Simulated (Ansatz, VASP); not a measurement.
**HfTeSe: VASP beside Ansatz**

Wanted: the spread between two codes on one cell, functional and k mesh. The cell is taken from a series of runs on this material, whose earlier steps may have relaxed, scaled, displaced or heated it; both programs get it as it stands.

Program: Ansatz 0.2.0. Level of theory: plane waves, with VASP 6.6.1 beside it; zone-centre phonons at PBEsol. Results are calculated unless marked as measured.

## Step 1: The starting structure

The cell holds 3 atoms: 1 Hf, 1 Se and 1 Te. Its edges and angles: a = 3.717 Å, b = 3.717 Å, c = 30.000 Å, α = 90.0°, β = 90.0°, γ = 120.0°. Vacuum lies along c.

Coordinates:

```
Hf Se Te
1.0
     3.71684    0.00000    0.00000
    -1.85842    3.21888    0.00000
     0.00000    0.00000   30.00000
Hf Se Te
1 1 1
Direct
  0.00000 0.00000 0.33645
  0.33333 0.66667 0.38713
  0.66667 0.33333 0.27308
```

## Step 2: VASP: zone-centre phonons, PBEsol

Second derivatives magnify differences that forces hide, and they need a tight electronic threshold.

Lines of VASP's logs that name or quote its potential files are left out, and so is its time.

Input file INCAR:

```
SYSTEM = HfTeSe
PREC = Accurate
ENCUT = 500
EDIFF = 1E-08
NELM = 120
ISMEAR = 1
SIGMA = 0.2
LREAL = .FALSE.
ALGO = Normal
GGA = PS
NBANDS = 17
LASPH = .TRUE.
LORBIT = 11
LWAVE = .FALSE.
LCHARG = .FALSE.
ISIF = 2
IBRION = 8
GGA_COMPAT = .FALSE.
NELMDL = -8
KPAR = 2
```

Input file POSCAR:

```
HfTeSe
1.0
    3.7168412797      0.0000000000      0.0000000000
   -1.8584206399      3.2188789700      0.0000000000
    0.0000000000      0.0000000000     30.0000000000
Hf Se Te
1 1 1
Direct
    0.0000000000      0.0000000000      0.3364538149
    0.3333333333      0.6666666667      0.3871347862
    0.6666666667      0.3333333333      0.2730780656
```

Input file KPOINTS:

```
Automatic mesh
0
Gamma
12 12 1
0 0 0
```

PAW data sets: Hf_pv, Se and Te (PBE family, release 64).

The run is started by

```sh
$ mpirun -np 2 vasp_std
```

Numbers of over 12 decimals in the logs are rounded to 6 here.

What it wrote:

```text
[banner, memory and clock lines left out]
running    2 mpi-ranks, on    1 nodes
 distrk:  each k-point on    1 cores,    2 groups
 distr:  one band on    1 cores,    1 groups

 POSCAR found type information on POSCAR HfSeTe
 POSCAR found :  3 types and       3 ions
|                                                                             |
|               ----> ADVICE to this user running VASP <----                  |
|                                                                             |
|     You enforced a specific xc type in the INCAR file but a different       |
|     [... a line on the potential file left out ...]
|     I HOPE YOU KNOW WHAT YOU ARE DOING!                                     |
|                                                                             |

 LDA part: xc-table for (Slater+PW92), standard interpolation
 POSCAR, INCAR and KPOINTS ok, starting setup
 FFT: planning ... GRIDC
 FFT: planning ... GRID_SOFT
 FFT: planning ... GRID
 WAVECAR not read
 entering main loop
       N       E                     dE             d eps       ncg     rms          rms(c)
DAV:   1     0.990509082270E+02    0.99051E+02   -0.87938E+03   814   0.877E+02
DAV:   2    -0.110126456378E+02   -0.11006E+03   -0.10705E+03   879   0.156E+02
DAV:   3    -0.217982392432E+02   -0.10786E+02   -0.10745E+02   936   0.480E+01
DAV:   4    -0.219909920782E+02   -0.19275E+00   -0.19216E+00   920   0.759E+00
DAV:   5    -0.219937968581E+02   -0.28048E-02   -0.28028E-02   979   0.813E-01
DAV:   6    -0.219938892960E+02   -0.92438E-04   -0.92415E-04  1011   0.114E-01
DAV:   7    -0.219938901033E+02   -0.80737E-06   -0.80743E-06   987   0.112E-02
DAV:   8    -0.219938901211E+02   -0.17743E-07   -0.17483E-07  1019   0.142E-03    0.481E+01
DAV:   9    -0.211305627350E+02    0.86333E+00   -0.26965E+00   709   0.739E+00    0.333E+01
DAV:  10    -0.210865536375E+02    0.44009E-01   -0.19927E+00   864   0.697E+00    0.868E+00
DAV:  11    -0.209897320180E+02    0.96822E-01   -0.59242E-01   825   0.364E+00    0.131E+00
DAV:  12    -0.209876181544E+02    0.21139E-02   -0.40771E-02   823   0.102E+00    0.106E+00
DAV:  13    -0.209864795498E+02    0.11386E-02   -0.59027E-03   888   0.397E-01    0.157E-01
DAV:  14    -0.209864320673E+02    0.47483E-04   -0.44215E-04   898   0.108E-01    0.707E-02
[...]
DAV:  24    -0.209872251924E+02   -0.65912E-05   -0.14098E-07   802   0.899E-04    0.553E-04
DAV:  25    -0.209872297129E+02   -0.45205E-05   -0.12160E-07   795   0.758E-04    0.183E-04
DAV:  26    -0.209872314148E+02   -0.17020E-05   -0.21388E-08   757   0.369E-04    0.107E-04
DAV:  27    -0.209872319413E+02   -0.52649E-06   -0.43786E-09   736   0.176E-04    0.164E-04
DAV:  28    -0.209872321549E+02   -0.21355E-06   -0.10828E-09   646   0.109E-04    0.314E-05
DAV:  29    -0.209872321812E+02   -0.26329E-07    0.67326E-10   711   0.310E-05    0.180E-05
DAV:  30    -0.209872322012E+02   -0.19990E-07    0.69797E-10   584   0.263E-05    0.720E-06
DAV:  31    -0.209872322069E+02   -0.57314E-08    0.73228E-10   579   0.154E-05
   1 F= -.20987232E+02 E0= -.20987058E+02  d E =-.521913E-03
 Linear response reoptimize wavefunctions to high precision
DAV:   1    -0.209872322080E+02   -0.10746E-08    0.75987E-10   597   0.547E-06
DAV:   2    -0.209872322080E+02    0.17280E-10    0.75087E-10   421   0.214E-06
 Linear response DOF=           6
 Linear response progress:
  Degree of freedom:   1/  6
       N       E                     dE             d eps       ncg     rms          rms(c)
RMM:   1    -0.214523569696E+00   -0.21452E+00    0.44945E+00  2715   0.130E+01
RMM:   2    -0.221847885723E+00   -0.73243E-02   -0.40085E-02  3839   0.126E+00    0.506E-01
RMM:   3    -0.221487437124E+00    0.36045E-03   -0.20481E-03  5447   0.212E-01    0.176E-01
RMM:   4    -0.221166222763E+00    0.32121E-03   -0.19173E-04  5460   0.687E-02    0.134E-01
RMM:   5    -0.220818826783E+00    0.34740E-03   -0.42658E-05  5292   0.410E-02    0.112E-02
RMM:   6    -0.220791180599E+00    0.27646E-04   -0.41695E-06  5886   0.115E-02    0.477E-03
RMM:   7    -0.220795357224E+00   -0.41766E-05   -0.23456E-06  5594   0.419E-03    0.504E-03
RMM:   8    -0.220794089168E+00    0.12681E-05    0.29457E-07  6091   0.135E-03    0.214E-03
RMM:   9    -0.220793902267E+00    0.18690E-06    0.99405E-08  6127   0.527E-04    0.156E-04
RMM:  10    -0.220793839184E+00    0.63082E-07    0.11192E-07  6121   0.218E-04    0.434E-05
RMM:  11    -0.220793889588E+00   -0.50404E-07    0.70262E-09  6218   0.106E-04    0.576E-05
RMM:  12    -0.220793883498E+00    0.60905E-08    0.25997E-08  5968   0.602E-05    0.537E-05
 first order change of Fermi-energy  -0.46419E-03
 force on displaced ion       1 direction 1 :  -4.773   0.000   0.000
 Linear response progress:
  Degree of freedom:   2/  6
       N       E                     dE             d eps       ncg     rms          rms(c)
RMM:   1    -0.264866395244E+00   -0.26487E+00    0.48795E+00   697   0.134E+01
RMM:   2    -0.272805547776E+00   -0.79392E-02   -0.42858E-02   999   0.128E+00    0.529E-01
RMM:   3    -0.272048832478E+00    0.75672E-03   -0.29910E-03  1373   0.259E-01    0.259E-01
RMM:   4    -0.271664341217E+00    0.38449E-03   -0.28703E-04  1450   0.855E-02    0.187E-01
RMM:   5    -0.271263369664E+00    0.40097E-03   -0.84319E-05  1344   0.520E-02    0.234E-02
[...]
first order change of Fermi-energy   0.14205E+01
 force on displaced ion       1 direction 3 :   0.000   0.000 -16.003
 Linear response progress:
  Degree of freedom:   3/  6
       N       E                     dE             d eps       ncg     rms          rms(c)
RMM:   1    -0.786864051279E-01   -0.78686E-01    0.85405E-02  6232   0.141E+00
RMM:   2    -0.792865202093E-01   -0.60012E-03   -0.27645E-03  4532   0.251E-01    0.381E-01
RMM:   3    -0.794928151280E-01   -0.20629E-03   -0.39098E-04  4519   0.909E-02    0.244E-01
RMM:   4    -0.799790689280E-01   -0.48625E-03   -0.23405E-04  4321   0.741E-02    0.295E-02
RMM:   5    -0.798343089525E-01    0.14476E-03   -0.20154E-05  4414   0.221E-02    0.167E-02
RMM:   6    -0.798210441547E-01    0.13265E-04   -0.26850E-06  4861   0.755E-03    0.619E-03
RMM:   7    -0.798348392248E-01   -0.13795E-04   -0.78871E-07  4507   0.329E-03    0.240E-03
RMM:   8    -0.798317396810E-01    0.30995E-05   -0.91169E-08  4938   0.997E-04    0.183E-03
RMM:   9    -0.798318788063E-01   -0.13913E-06    0.15172E-08  4877   0.294E-04    0.865E-04
RMM:  10    -0.798307546959E-01    0.11241E-05    0.28982E-08  4243   0.292E-04    0.239E-04
RMM:  11    -0.798306055207E-01    0.14918E-06    0.34527E-09  4787   0.812E-05    0.214E-05
RMM:  12    -0.798306163036E-01   -0.10783E-07   -0.25431E-09  5264   0.323E-05    0.291E-05
RMM:  13    -0.798306149783E-01    0.13253E-08   -0.20249E-10  4875   0.125E-05    0.289E-06
 first order change of Fermi-energy   0.19923E-03
 force on displaced ion       2 direction 1 :  -4.852   0.000   0.001
 Linear response progress:
  Degree of freedom:   4/  6
       N       E                     dE             d eps       ncg     rms          rms(c)
RMM:   1    -0.118022714524E+00   -0.11802E+00    0.96053E-02  1578   0.140E+00
RMM:   2    -0.117904761797E+00    0.11795E-03   -0.22259E-03  1161   0.218E-01    0.444E-01
RMM:   3    -0.117772841717E+00    0.13192E-03   -0.46681E-04  1173   0.946E-02    0.273E-01
RMM:   4    -0.117881762453E+00   -0.10892E-03   -0.13496E-04  1168   0.482E-02    0.208E-02
RMM:   5    -0.117851448872E+00    0.30314E-04   -0.78447E-06  1145   0.117E-02    0.126E-02
RMM:   6    -0.117828786416E+00    0.22662E-04   -0.13375E-06  1136   0.494E-03    0.663E-03
RMM:   7    -0.117820324519E+00    0.84619E-05   -0.38208E-07  1183   0.263E-03    0.129E-03
RMM:   8    -0.117827588091E+00   -0.72636E-05   -0.91086E-08  1110   0.124E-03    0.117E-03
RMM:   9    -0.117828368453E+00   -0.78036E-06   -0.27994E-08  1134   0.569E-04    0.354E-04
RMM:  10    -0.117826775710E+00    0.15927E-05   -0.52745E-09  1088   0.297E-04    0.192E-04
RMM:  11    -0.117826865156E+00   -0.89446E-07   -0.49484E-09  1210   0.197E-04    0.125E-04
RMM:  12    -0.117827267706E+00   -0.40255E-06   -0.13592E-09  1184   0.901E-05    0.517E-05
RMM:  13    -0.117827531789E+00   -0.26408E-06   -0.57990E-09  1266   0.151E-04    0.600E-05
RMM:  14    -0.117827521248E+00    0.10541E-07   -0.26636E-10  1237   0.464E-05    0.536E-05
RMM:  15    -0.117827610335E+00   -0.89087E-07   -0.10771E-09  1263   0.512E-05    0.174E-05
RMM:  16    -0.117827644436E+00   -0.34101E-07   -0.16642E-09  1254   0.217E-05    0.101E-05
RMM:  17    -0.117827669758E+00   -0.25322E-07    0.78843E-10  1244   0.256E-05    0.101E-05
RMM:  18    -0.117827671479E+00   -0.17203E-08    0.78175E-09  1189   0.131E-05    0.558E-06
 first order change of Fermi-energy  -0.84901E+00
 force on displaced ion       2 direction 3 :  -0.000  -0.000  -9.247
 Linear response progress:
  Degree of freedom:   5/  6
       N       E                     dE             d eps       ncg     rms          rms(c)
RMM:   1    -0.404665024121E-01   -0.40467E-01    0.31285E-02  6167   0.902E-01
RMM:   2    -0.413194031918E-01   -0.85290E-03   -0.16167E-03  4701   0.197E-01    0.241E-01
RMM:   3    -0.414069144767E-01   -0.87511E-04   -0.18250E-04  4472   0.679E-02    0.151E-01
RMM:   4    -0.415920805762E-01   -0.18517E-03   -0.69367E-05  4359   0.438E-02    0.970E-03
RMM:   5    -0.415671345462E-01    0.24946E-04   -0.44665E-06  4653   0.112E-02    0.611E-03
RMM:   6    -0.415530083143E-01    0.14126E-04   -0.77080E-07  4607   0.470E-03    0.205E-03
RMM:   7    -0.415545564064E-01   -0.15481E-05   -0.67294E-08  4768   0.143E-03    0.155E-03
RMM:   8    -0.415528183658E-01    0.17380E-05   -0.12184E-08  4589   0.554E-04    0.560E-04
RMM:   9    -0.415531411890E-01   -0.32282E-06   -0.73379E-09  4907   0.198E-04    0.295E-04
RMM:  10    -0.415531479320E-01   -0.67430E-08   -0.59828E-09  4926   0.761E-05    0.859E-05
 first order change of Fermi-energy   0.23464E-03
 force on displaced ion       3 direction 1 :  -2.823   0.000  -0.001
 Linear response progress:
  Degree of freedom:   6/  6
       N       E                     dE             d eps       ncg     rms          rms(c)
RMM:   1    -0.814323348141E-01   -0.81432E-01    0.61306E-02  1543   0.990E-01
RMM:   2    -0.817386983283E-01   -0.30636E-03   -0.25338E-03  1214   0.244E-01    0.529E-01
RMM:   3    -0.816538039577E-01    0.84894E-04   -0.31626E-04  1104   0.893E-02    0.304E-01
RMM:   4    -0.817117356488E-01   -0.57932E-04   -0.96177E-05  1093   0.444E-02    0.587E-02
RMM:   5    -0.817020825541E-01    0.96531E-05   -0.16265E-05  1088   0.191E-02    0.137E-02
RMM:   6    -0.816929818591E-01    0.91007E-05   -0.13791E-06  1171   0.616E-03    0.795E-03
RMM:   7    -0.816882195252E-01    0.47623E-05   -0.41426E-07  1201   0.282E-03    0.275E-03
RMM:   8    -0.816920897031E-01   -0.38702E-05   -0.56831E-08  1135   0.127E-03    0.233E-03
RMM:   9    -0.816930338319E-01   -0.94413E-06   -0.41748E-09  1236   0.434E-04    0.145E-03
RMM:  10    -0.816939214490E-01   -0.88762E-06   -0.48447E-09  1155   0.356E-04    0.367E-04
RMM:  11    -0.816951432106E-01   -0.12218E-05    0.82492E-10  1143   0.230E-04    0.186E-04
RMM:  12    -0.816959706209E-01   -0.82741E-06   -0.11990E-08  1207   0.248E-04    0.206E-04
RMM:  13    -0.816966165396E-01   -0.64592E-06   -0.12696E-08  1213   0.221E-04    0.472E-05
RMM:  14    -0.816967479772E-01   -0.13144E-06    0.47683E-09  1256   0.715E-05    0.419E-05
RMM:  15    -0.816968016584E-01   -0.53681E-07    0.76957E-09  1260   0.657E-05    0.212E-05
RMM:  16    -0.816967640474E-01    0.37611E-07   -0.13655E-09  1274   0.413E-05    0.330E-05
RMM:  17    -0.816967602661E-01    0.37814E-08    0.95164E-09  1228   0.246E-05    0.457E-06
 first order change of Fermi-energy  -0.57151E+00
 force on displaced ion       3 direction 3 :  -0.000   0.000  -9.261
 Linear response finished
```

From OUTCAR (step 2):

```text
ion  position               nearest neighbor table
   1  0.000  0.000  0.336-   2 2.63   2 2.63   2 2.63   3 2.87   3 2.87   3 2.87
   2  0.333  0.667  0.387-   1 2.63   1 2.63   1 2.63
   3  0.667  0.333  0.273-   1 2.87   1 2.87   1 2.87

  LATTYP: Found a hexagonal cell.
 ALAT       =     3.7168412797
 C/A-ratio  =     8.0713696772

 Subroutine GETGRP returns: Found  6 space group operations
 (whereof  6 operations were pure point group operations)

The static configuration has the point symmetry C_3v.

 Found     19 irreducible k-points:

   k-points           NKPTS =     19   k-points in BZ     NKDIM =     19   number of bands    NBANDS=     17

   dimension x,y,z NGX =    28 NGY =   28 NGZ =  224
   dimension x,y,z NGXF=    56 NGYF=   56 NGZF=  448

   ENCUT  =  500.0 eV  36.75 Ry    6.06 a.u.   6.78  6.78 54.70*2*pi/ulx,y,z

   NELECT =      22.0000    total number of electrons

 k-points in reciprocal lattice and weights: Automatic mesh
   0.00000000  0.00000000  0.00000000       0.007
   0.08333333 -0.00000000  0.00000000       0.042
   0.16666667 -0.00000000  0.00000000       0.042
   0.25000000  0.00000000  0.00000000       0.042
   0.33333333 -0.00000000  0.00000000       0.042
   0.41666667 -0.00000000  0.00000000       0.042
   0.50000000  0.00000000  0.00000000       0.021
   0.08333333  0.08333333  0.00000000       0.042
   0.16666667  0.08333333  0.00000000       0.083
[...]
0.33333333  0.25000000  0.00000000       0.083
   0.33333333  0.33333333  0.00000000       0.014

 average (electrostatic) potential at core
       1 -45.4321       2 -60.7379       3 -96.4045

  Total        0.8550646      0.8550646     -0.0573337     -0.0000000      0.0000000      0.0000000
  in kB        3.8168896      3.8168896     -0.2559298     -0.0000000      0.0000000      0.0000000
  external PRESSURE =       2.4592831 kB  Pullay stress =       0.0000000 kB

  energy-cutoff  :      500.00
  volume of cell :      358.92
      direct lattice vectors                 reciprocal lattice vectors
     3.716841280  0.000000000  0.000000000     0.269045656  0.155333582  0.000000000
    -1.858420640  3.218878970  0.000000000     0.000000000  0.310667164  0.000000000
     0.000000000  0.000000000 30.000000000     0.000000000  0.000000000  0.033333333

 POSITION                                       TOTAL-FORCE (eV/Angst)
 -----------------------------------------------------------------------------------
      0.00000      0.00000     10.09361         0.000000     -0.000000      0.017802
     -0.00000      2.14592     11.61404         0.000000     -0.000000     -0.024449
      1.85842      1.07296      8.19234        -0.000000      0.000000      0.006647
 -----------------------------------------------------------------------------------
    total drift:                               -0.000000      0.000000     -0.000165

 Eigenvectors and eigenvalues of the dynamical matrix
 ----------------------------------------------------

   1 f  =    6.604832 THz    41.499383 2PiTHz  220.313478 cm-1    27.315378 meV
             X         Y         Z           dx          dy          dz
      0.000000  0.000000 10.093614    -0.000000    0.000000   -0.676693
     -0.000000  2.145919 11.614044    -0.000000    0.000000    0.689552
      1.858421  1.072960  8.192342     0.000000   -0.000000    0.258079

   2 f  =    4.964890 THz    31.195324 2PiTHz  165.610905 cm-1    20.533126 meV
             X         Y         Z           dx          dy          dz
      0.000000  0.000000 10.093614    -0.000000    0.000000    0.280319
     -0.000000  2.145919 11.614044    -0.000000    0.000000    0.565417
      1.858421  1.072960  8.192342     0.000000   -0.000000   -0.775709

   3 f  =    4.389056 THz    27.577250 2PiTHz  146.403140 cm-1    18.151668 meV
             X         Y         Z           dx          dy          dz
      0.000000  0.000000 10.093614    -0.424715    0.164503   -0.000000
     -0.000000  2.145919 11.614044     0.817963   -0.316818    0.000000
      1.858421  1.072960  8.192342    -0.141786    0.054917   -0.000000

   4 f  =    4.389056 THz    27.577250 2PiTHz  146.403140 cm-1    18.151668 meV
             X         Y         Z           dx          dy          dz
      0.000000  0.000000 10.093614     0.164503    0.424715    0.000000
     -0.000000  2.145919 11.614044    -0.316818   -0.817963    0.000000
      1.858421  1.072960  8.192342     0.054917    0.141786    0.000000

   5 f  =    2.773990 THz    17.429491 2PiTHz   92.530335 cm-1    11.472294 meV
             X         Y         Z           dx          dy          dz
      0.000000  0.000000 10.093614    -0.535683    0.207481    0.000000
     -0.000000  2.145919 11.614044    -0.148362    0.057464   -0.000000
      1.858421  1.072960  8.192342     0.748722   -0.289996    0.000000

   6 f  =    2.773990 THz    17.429491 2PiTHz   92.530335 cm-1    11.472294 meV
             X         Y         Z           dx          dy          dz
      0.000000  0.000000 10.093614    -0.207481   -0.535683    0.000000
     -0.000000  2.145919 11.614044    -0.057464   -0.148362    0.000000
      1.858421  1.072960  8.192342     0.289996    0.748722    0.000000

   7 f/i=    0.001867 THz     0.011729 2PiTHz    0.062265 cm-1     0.007720 meV
             X         Y         Z           dx          dy          dz
      0.000000  0.000000 10.093614    -0.000000   -0.000000   -0.680814
     -0.000000  2.145919 11.614044    -0.000000   -0.000000   -0.452573
      1.858421  1.072960  8.192342    -0.000000   -0.000000   -0.575909

   8 f/i=    0.003198 THz     0.020092 2PiTHz    0.106664 cm-1     0.013225 meV
             X         Y         Z           dx          dy          dz
      0.000000  0.000000 10.093614    -0.579003    0.356801    0.000000
     -0.000000  2.145919 11.614044    -0.385694    0.237678    0.000000
      1.858421  1.072960  8.192342    -0.490682    0.302375    0.000000

   9 f/i=    0.003198 THz     0.020092 2PiTHz    0.106664 cm-1     0.013225 meV
             X         Y         Z           dx          dy          dz
      0.000000  0.000000 10.093614    -0.356801   -0.579003    0.000000
     -0.000000  2.145919 11.614044    -0.237678   -0.385694    0.000000
      1.858421  1.072960  8.192342    -0.302375   -0.490682    0.000000

 ELASTIC MODULI CONTR FROM IONIC RELAXATION (kBar)
 Direction    XX          YY          ZZ          XY          YZ          ZX
 --------------------------------------------------------------------------------
 XX         -92.5585    -51.0311   -139.8672      0.0000     51.4489     -0.0000
 YY         -51.0311    -92.5585   -139.8672      0.0000    -51.4489      0.0000
 ZZ        -139.8672   -139.8672   -277.2899      0.0000      0.0000     -0.0000
 XY           0.0000      0.0000      0.0000    -20.7637      0.0000     47.9331
 YZ          51.4489    -51.4489      0.0000      0.0000   -134.6641      0.0000
 ZX          -0.0000      0.0000     -0.0000     47.9331      0.0000   -114.1578
 --------------------------------------------------------------------------------
```

(Continued in part 2 of 2.)

[Lines on the potential files, build, host, timing and source positions are cut from VASP's logs without a mark.]

[Logs are printed without paths, hosts, clocks, repeated set-up lines and the standing remarks that a program may print on its own settings, such as how far it seeks lower states.]

[Hosts, paths, dates, database ids (printed as entryN), source tags and the programs' standing remarks are cut or masked in the printed files.]
